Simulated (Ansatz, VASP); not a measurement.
# Cross-check of ZnSb2C (CuAu-ordered zincblende type (invented)) between VASP and Ansatz

Wanted: the spread between two codes on one cell, functional and k mesh. The cell is generated by rule, not measured, and may not be a known phase. The cell is taken from a series of runs on this material, whose earlier steps may have relaxed, scaled, displaced or heated it; both programs get it as it stands.

Program: Ansatz 0.2.0. Level of theory: plane waves, with VASP 6.6.1 beside it; relaxation of cell and atoms at PBEsol. Results are calculated unless marked as measured.

**1. The starting structure**

The structure is tetragonal, space group P-4m2 (No. 115). Conventional cell: a = 3.797 Å, b = 3.797 Å, c = 5.941 Å, α = 90.00°, β = 90.00°, γ = 90.00°. Nearest to Zn lie 4 Sb at 2.57 Å. Nearest to C lie 4 Sb at 2.27 Å. Sb has 2 C at 2.27 Å and 2 Zn at 2.57 Å nearest. Farther neighbours are not listed.

**2. Ansatz: relaxation of cell and atoms, PBEsol**

Ansatz runs on its default PAW (the set named soft_2) files.

The relaxed volume is the usual yardstick between codes: in a stiff, nearly cubic crystal its relative difference is about their pressure difference at one cell divided by the bulk modulus.

Input file input.yaml:

```yaml
crystal:
  lattice:
    - [3.7973629972, 0.0, 0.0]
    - [0.0, 3.7973629972, 0.0]
    - [0.0, 0.0, 5.9410389244]
  atoms:
    - { symbol: Zn, position: [0.0, 0.0, 0.0] }
    - { symbol: C, position: [0.5, 0.5, 0.5] }
    - { symbol: Sb, position: [0.0, 0.5, 0.2917763687] }
    - { symbol: Sb, position: [0.5, 0.0, 0.7082236313] }
kpoints:
  mp_grid: { grid: [12, 12, 8] }
hamiltonian:
  xc: pbesol
scf:
  occupations: { method: gaussian, width: 0.1 }
output:
  forces: true
  stress: true
  eigenvalues: true
  write_density: true
  write_potential: true
  elf: true
  volumetric_format: npy
relax:
  adjacent_minimum: "off"
  f_tol: 0.005
  max_steps: 80
  cell: { stress_tol: 0.05 }
```

Started as:

```bash
> ansatz run input.yaml --threads 2 --pin off --max-ram 5120MiB --backend cpu --events-out ev --progress --plain --runs-dir out
```

Numbers of over 12 decimals in the logs are rounded to 6 here.

The program printed:

```text
Engine: ansatz 0.2.0, x86_64-unknown-linux-gnu
Pseudopotentials: kind: paw
Pseudopotential: Zn, paw, valence charge 12, recommended cutoff 420 eV (normal), Zn.paw.azcp
Pseudopotential: C, paw, valence charge 4, recommended cutoff 420 eV (normal), C.paw.azcp
Pseudopotential: Sb, paw, valence charge 15, recommended cutoff 420 eV (normal), Sb.paw.azcp
Functional definition: PBEsol
  exchange = pbesol_x
  correlation = pbesol_c
Crystal: 4 atoms, lattice volume = 85.670 Å³
Basis set: ecut = 420 eV, 1667 PW (Γ), exchange–correlation on 54×54×80 points (8 copies of the dense FFT grid, shifted against one another)
Bands: 28, of which v1, the nominal top of the filled ones, is band 23 counted from 1 (22 counted from 0)
Symmetry: 8 space group operations
Space group: P-4m2 (ITA 115), of the structure as read, at distance tolerance 4.4e-5 Å
k-points: 140 of 1152 (time reversal used)
Non-local potential: Zn, projectors of the file, l = 0: 2, l = 1: 2, l = 2: 3, l = 3: 1
Non-local potential: C, projectors of the file, l = 0: 2, l = 1: 2, l = 2: 1
Non-local potential: Sb, projectors of the file, l = 0: 2, l = 1: 2, l = 2: 2, l = 3: 2
PAW form: soft (Blöchl's): semilocal exchange-correlation on the pseudo side does not see the compensation charge
PAW frozen core: Zn, regenerated for the run's functional, and the local potential with it (the file was generated under x = pbe(κ = 0.804, μ = 0.219515), c = pbe(β = 0.066725))
PAW frozen core: C, regenerated for the run's functional, and the local potential with it (the file was generated under x = pbe(κ = 0.804, μ = 0.219515), c = pbe(β = 0.066725))
PAW frozen core: Sb, regenerated for the run's functional, and the local potential with it (the file was generated under x = pbe(κ = 0.804, μ = 0.219515), c = pbe(β = 0.066725))
PAW one-centre angular grid: Zn, 590 points (default); XC on 64 Gauss nodes
PAW one-centre angular grid: C, 110 points (default); XC on 64 Gauss nodes
PAW one-centre angular grid: Sb, 590 points (default); XC on 64 Gauss nodes
Initial density: superposition of atomic densities (neutral atoms: chi_scale 0, normalization atom), corrected by the library's trained network
Initial wavefunctions: pseudopotential atomic-orbital guess
Functional: x = pbesol(κ = 0.804, μ = 0.123457), c = pbesol(β = 0.046)
SCF iter   1: F=—  HF=-16340.666736 eV  |F-HF|=—  |Δ(HF+E_count)|=         —  Δρ=9.31e-3  dr2=1.32e-1  ethr=1.77e-3  ⟨swp⟩=6.0  Hψ=18093  notcnv=0
preconditioner: auto → LDOS  [metal: Δε(μ)=0.014 eV  Ē_g=9.324 eV  σ=0.100 eV  W_gap=0.08  n_scr=20 (ndim 8)  ℏωp=20.5 eV  f_vac=0.013  D(μ)=1.70/eV (n_scr^D=6)  β→1.0]
SCF iter   2: F=—  HF=-16340.649035 eV  |F-HF|=—  |Δ(HF+E_count)|=   1.77e-2  Δρ=5.72e-3  dr2=2.49e-2  ethr=2.86e-4  ⟨swp⟩=2.0  Hψ=7154  notcnv=0  defer=70
SCF iter   3: F=—  HF=-16340.645168 eV  |F-HF|=—  |Δ(HF+E_count)|=   3.87e-3  Δρ=4.39e-3  dr2=9.05e-3  ethr=5.42e-5  ⟨swp⟩=2.0  Hψ=6120  notcnv=0  defer=70
SCF iter   4: F=—  HF=-16340.640761 eV  |F-HF|=—  |Δ(HF+E_count)|=   4.41e-3  Δρ=6.26e-4  dr2=1.98e-4  ethr=1.97e-5  ⟨swp⟩=2.0  Hψ=5957  notcnv=0  defer=44
SCF iter   5: F=—  HF=-16340.640708 eV  |F-HF|=—  |Δ(HF+E_count)|=   5.27e-5  Δρ=1.28e-4  dr2=1.52e-5  ethr=4.30e-7  ⟨swp⟩=3.0  Hψ=7467  notcnv=0  defer=44
SCF iter   6: F=—  HF=-16340.640719 eV  |F-HF|=—  |Δ(HF+E_count)|=   1.15e-5  Δρ=3.22e-5  dr2=8.46e-7  ethr=3.31e-8  ⟨swp⟩=2.0  Hψ=7063  notcnv=0  defer=44
SCF iter   7: F=-16340.640720 eV  HF=-16340.640720 eV  |F-HF|=2.36e-8  |Δ(HF+E_count)|=   1.16e-7  Δρ=6.90e-6  dr2=3.55e-8  ethr=2.17e-10  ⟨swp⟩=12.2  Hψ=30689  notcnv=0
SCF 1 converged in 7 iterations: F = -16340.640720 eV  dr2 = 3.55e-8
  greatest PAW one-centre occupation: 0.996 electrons in one spin orbital (limit 2), on the Sb atom at site 3 (counted from 0), in its partial waves of l = 2
relax step   1: F+E_penalty+E_count = -16340.64071958 eV  Δ(F+E_penalty+E_count) = +0.000e0 eV  max|allowed force component| = 2.004e-2 eV/Å  Δτ_max = 0.0000 Å  P = +0.374 GPa  Ω = 85.670 Å³  (7 SCF iters, dr2 threshold 1.00e-7 eV, accepted)
[...]
relax step   3: F+E_penalty+E_count = -16340.64575971 eV  Δ(F+E_penalty+E_count) = -8.562e-4 eV  max|allowed force component| = 7.399e-3 eV/Å  Δτ_max = 0.0082 Å  P = -0.216 GPa  Ω = 86.343 Å³  energy of the carried Pulay correction = -4.558e-4 eV  (5 SCF iters, dr2 threshold 4.00e-7 eV, accepted)
[...]
relax step   4: F+E_penalty+E_count = -16340.64615099 eV  Δ(F+E_penalty+E_count) = -3.913e-4 eV  max|allowed force component| = 9.040e-4 eV/Å  Δτ_max = 0.0013 Å  P = -0.044 GPa  Ω = 86.121 Å³  energy of the carried Pulay correction = -3.060e-4 eV  (5 SCF iters, dr2 threshold 2.12e-7 eV, accepted)
[...]
relax step   5: F+E_penalty+E_count = -16340.64620558 eV  Δ(F+E_penalty+E_count) = -5.459e-5 eV  max|allowed force component| = 1.463e-5 eV/Å  Δτ_max = 0.0004 Å  P = +0.001 GPa  Ω = 86.064 Å³  energy of the carried Pulay correction = -2.673e-4 eV  (5 SCF iters, dr2 threshold 1.34e-8 eV, accepted)
[...]
relax step   6: F+E_penalty+E_count = -16340.64649568 eV  Δ(F+E_penalty+E_count) = -2.901e-4 eV  max|allowed force component| = 5.159e-5 eV/Å  Δτ_max = 0.0000 Å  P = +0.003 GPa  Ω = 86.064 Å³  stress off target by 6.15e-3 GPa  SCF on the basis re-selected at this cell (its energy is not comparable with the rows above)  (6 SCF iters)
basis re-selected at this cell: Δ(F+E_penalty+E_count) = -2.901e-4 eV, ΔP = +0.002 GPa vs the last step (what re-selecting the basis moved, of the pressure what is left beyond the Pulay correction that the steps carried, after the strain that the cell walked since its last selection, with what the two solves' SCF thresholds leave and, on support functions, any second-order correction that the steps lacked; it is no m [...]
SCF converged after 6 iterations
Free energy (F): -16340.646496 eV
Harris-Foulkes:  -16340.646496 eV  (|F-HF|=3.64e-12)
Internal energy: -16340.637590 eV  (E = F + TS)
E sigma→0 (E₀):  -16340.642043 eV
Entropy (-TS):   -0.008905 eV (-2.226 meV/atom)
Fermi energy:    9.660261 eV
--- Per-component energies (eV) ---
  E_band       = -316.154225
  E_kinetic    = 630.588591
  E_local      = -5164.780148  (includes V_loc(G=0)·N_el)
  E_nonlocal   = 1369.380956
  E_hartree    = 2270.607098
  E_xc         = -457.905876
  E_vxc        = -304.527344  (∫ρ·V_xc dr)
  E_paw        = -10883.425559  (= ΣΔE_a)
  E_vpaw       = -1388.030099  (= ΣTr[D̂ρ^β])
  E_aug_tail   = -0.000371  (compensation charges beyond the density's cutoff)
  E_ewald      = -4106.584450
  E_core_change = 1.482169  (= ΣΔE_core)
  E_smearing   = -0.008905  (= −TS)
  E_closure    = -0.000000  (closes the sum)
  Σ components = -16340.646496   (vs F -16340.646496, Δ=0.00e0)
--- Forces (eV/Å), atoms counted from 1 ---
  atom   1  Zn     0.00000000    -0.00000000     0.00000000
  atom   2  C     -0.00000000     0.00000000     0.00000000
  atom   3  Sb     0.00000000    -0.00000000    -0.00005159
  atom   4  Sb     0.00000000    -0.00000000     0.00005159
  max |Σ_I F_I| component: 2.22e-16 eV/Å
--- Stress (GPa, compression-positive) ---
        0.006153       0.000000       0.000000
        0.000000       0.006153      -0.000000
        0.000000      -0.000000      -0.003116
  P = ⅓ Tr σ = 0.0031 GPa (0.031 kbar)
--- Band table (eV; the first three rows and the last of 140) ---
  k-point 0: bands = [... 19 lower, 5.4723, 7.8645, 8.8287, 10.1637, 10.5650, 10.5650, 12.4583, 12.4583, ... 1 higher]
  k-point 1: bands = [... 19 lower, 5.5002, 7.5632, 8.9525, 10.1199, 10.3399, 10.3399, 12.7474, 12.7474, ... 1 higher]
  k-point 2: bands = [... 19 lower, 5.5701, 6.9138, 9.1505, 9.9289, 9.9289, 10.0003, 13.1525, 13.3338, ... 1 higher]
  k-point 139: bands = [... 19 lower, 4.7897, 5.3675, 5.6233, 5.6233, 12.4378, 12.4813, 12.9368, 12.9368, ... 1 higher]
--- Relaxed structure (5 steps of the walk, 5 accepted, 1 SCFs on fresh bases) ---
  F+E_penalty+E_count = -16340.64649568 eV   max|allowed force component| = 5.159e-5 eV/Å   (the final SCF, on the basis selected at the relaxed cell)
  cell:  # Å, volume = 86.0639 Å³
    - [3.835004, 0.0, 0]
    - [0.0, 3.835004, 0.0]
    - [0, 0.0, 5.851795]
  atoms:
    - { symbol: Zn, position: [0, 0.0, 0] }
    - { symbol: C, position: [0.500000, 0.500000, 0.5] }
    - { symbol: Sb, position: [0, 0.500000, 0.291421] }
    - { symbol: Sb, position: [0.500000, 0.0, 0.708579] }
```

The column dr2 measures how far the density is from self-consistency, as an energy; F and HF (Harris–Foulkes) agree once it is small.

**3. VASP: relaxation of cell and atoms, PBEsol**

The same cell, functional, mesh and smearing now go to VASP, with its own data sets.

Lines of VASP's logs that name or quote its potential files are left out, and so is its time.

Input file INCAR:

```
SYSTEM = ZnSb2C
PREC = Accurate
ENCUT = 600
EDIFF = 1E-07
NELM = 120
ISMEAR = 0
SIGMA = 0.1
LREAL = .FALSE.
ALGO = Normal
GGA = PS
NBANDS = 19
LORBIT = 11
LWAVE = .FALSE.
LCHARG = .FALSE.
ISIF = 3
IBRION = 2
NSW = 80
EDIFFG = -0.005
LASPH = .TRUE.
GGA_COMPAT = .FALSE.
NELMIN = 4
KPAR = 2
```

Input file POSCAR:

```
ZnSb2C
1.0
    3.7973630000      0.0000000000      0.0000000000
    0.0000000000      3.7973630000      0.0000000000
    0.0000000000      0.0000000000      5.9410390000
Zn C Sb
1 1 2
Direct
    0.0000000000      0.0000000000      0.0000000000
    0.4999998683      0.4999998683      0.4999999158
    0.0000000000      0.4999998683      0.2917764048
    0.4999998683      0.0000000000      0.7082235952
```

Input file KPOINTS:

```
Automatic mesh
0
Gamma
12 12 8
0 0 0
```

Potentials, in the order of the species: Zn, C and Sb (PBE family, release 64).

Started as:

```bash
> mpirun -np 2 vasp_std
```

The program printed:

```text
[banner, memory and clock lines left out]
running    2 mpi-ranks, on    1 nodes
 distrk:  each k-point on    1 cores,    2 groups
 distr:  one band on    1 cores,    1 groups

 POSCAR found type information on POSCAR ZnC Sb
 POSCAR found :  3 types and       4 ions
|                                                                             |
|               ----> ADVICE to this user running VASP <----                  |
|                                                                             |
|     You enforced a specific xc type in the INCAR file but a different       |
|     [... a line on the potential file left out ...]
|     I HOPE YOU KNOW WHAT YOU ARE DOING!                                     |
|                                                                             |

 LDA part: xc-table for (Slater+PW92), standard interpolation
 POSCAR, INCAR and KPOINTS ok, starting setup
 FFT: planning ... GRIDC
 FFT: planning ... GRID_SOFT
 FFT: planning ... GRID
 WAVECAR not read
 entering main loop
       N       E                     dE             d eps       ncg     rms          rms(c)
DAV:   1     0.152738538127E+03    0.15274E+03   -0.12241E+04  5320   0.149E+03
DAV:   2    -0.430082041767E+01   -0.15704E+03   -0.15282E+03  6007   0.297E+02
DAV:   3    -0.182855193088E+02   -0.13985E+02   -0.13694E+02  6624   0.838E+01
DAV:   4    -0.186876513042E+02   -0.40213E+00   -0.39942E+00  6358   0.138E+01
DAV:   5    -0.186929242309E+02   -0.52729E-02   -0.52711E-02  6521   0.172E+00    0.789E+00
DAV:   6    -0.174592201295E+02    0.12337E+01   -0.13435E+01  8153   0.492E+01    0.514E+00
DAV:   7    -0.172614355923E+02    0.19778E+00   -0.18835E+00  6462   0.144E+01    0.277E+00
DAV:   8    -0.172550583923E+02    0.63772E-02   -0.50580E-01  6440   0.379E+00    0.790E-01
DAV:   9    -0.172384918940E+02    0.16566E-01   -0.91839E-02  6685   0.183E+00    0.204E-01
DAV:  10    -0.172388730477E+02   -0.38115E-03   -0.10119E-02  6069   0.632E-01    0.100E-01
DAV:  11    -0.172389549899E+02   -0.81942E-04   -0.62023E-04  6082   0.205E-01    0.330E-02
DAV:  12    -0.172389409860E+02    0.14004E-04   -0.11937E-04  6971   0.155E-01    0.155E-02
DAV:  13    -0.172389420127E+02   -0.10266E-05   -0.28308E-05  6919   0.581E-02    0.982E-03
DAV:  14    -0.172389411201E+02    0.89255E-06   -0.45200E-06  7013   0.274E-02    0.392E-03
DAV:  15    -0.172389410294E+02    0.90670E-07   -0.74569E-07  5890   0.813E-03
   1 F= -.17238941E+02 E0= -.17233963E+02  d E =-.172389E+02
[... from here on, the cycles between the ionic steps are left out ...]
   2 F= -.17242647E+02 E0= -.17237786E+02  d E =-.370585E-02
   3 F= -.17242675E+02 E0= -.17237827E+02  d E =-.373416E-02
   4 F= -.17244656E+02 E0= -.17239975E+02  d E =-.198042E-02
   5 F= -.17245336E+02 E0= -.17240790E+02  d E =-.266108E-02
   6 F= -.17245337E+02 E0= -.17240796E+02  d E =-.266217E-02
   7 F= -.17245489E+02 E0= -.17240993E+02  d E =-.151624E-03
   8 F= -.17245511E+02 E0= -.17241041E+02  d E =-.174080E-03
   9 F= -.17245509E+02 E0= -.17241046E+02  d E =0.203893E-05
 trial-energy change:    0.000002  1 .order   -0.000000   -0.000026    0.000025
 step:   0.5961(harm=  0.6860)  dis= 0.00023  next Energy=   -17.245517 (dE=-0.551E-05)
 bond charge predicted
       N       E                     dE             d eps       ncg     rms          rms(c)
DAV:   1    -0.172455740702E+02   -0.64664E-04   -0.87752E-04  6891   0.507E-01    0.561E-02
DAV:   2    -0.172455240380E+02    0.50032E-04   -0.25321E-04  6619   0.391E-01    0.189E-02
DAV:   3    -0.172455184765E+02    0.55614E-05   -0.12848E-05  6909   0.573E-02    0.103E-02
DAV:   4    -0.172455163708E+02    0.21057E-05   -0.32502E-06  6116   0.197E-02    0.278E-03
DAV:   5    -0.172455163337E+02    0.37105E-07   -0.38884E-07  5404   0.453E-03
  10 F= -.17245516E+02 E0= -.17241049E+02  d E =-.489631E-05
 curvature:  -0.37 expect dE=-0.388E-06 dE for cont linesearch -0.320E-06
 trial: gam=-0.16802 g(F)=  0.397E-07 g(S)=  0.101E-05 ort = 0.426E-05 (trialstep = 0.121E+01)
 search vector abs. value=  0.210E-06
 reached required accuracy - stopping structural energy minimisation
```

[end of part 1 of 2]

[Lines on the potential files, build, host, timing and source positions are cut from VASP's logs without a mark.]

[Logs are printed without paths, hosts, clocks, repeated set-up lines and the standing remarks that a program may print on its own settings, such as how far it seeks lower states.]

[Hosts, paths, dates, database ids (printed as entryN), source tags and the programs' standing remarks are cut or masked in the printed files.]
